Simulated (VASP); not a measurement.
**CdZn$_{3}$Se$_{4}$ (ordered alloy cell): computed properties**

All values below come from PBEsol GGA, VASP's PBE PAW potentials (set 64) (plane waves; VASP).

- space group = P-43m (215)
- cell = a = b = c = 5.746 Å, α = β = γ = 90.00°
- volume per atom = 23.71 Å³/atom
- band gap (over mesh and band path) = 0.98 eV
- smallest direct gap (over mesh and band path) = 0.98 eV
- band-edge character = direct, Γ to Γ
- density = 5.47 g/cm³

Space group P-43m (No. 215); a = b = c = 5.746 Å, α = β = γ = 90.00°

| atom | site | symmetry | x | y | z |
|---|---|---|---|---|---|
| Zn | 3d | -42.m | 0.0000 | 0.0000 | 0.5000 |
| Se | 4e | .3m | 0.7614 | 0.7614 | 0.7614 |
| Cd | 1b | -43m | 0.5000 | 0.5000 | 0.5000 |

The structure was generated: CdZn3Se4 was put into an ordered model structure (P-43m), which need not be its known phase. It was relaxed first. Symmetry was kept, so distortions that lower it aren't found.
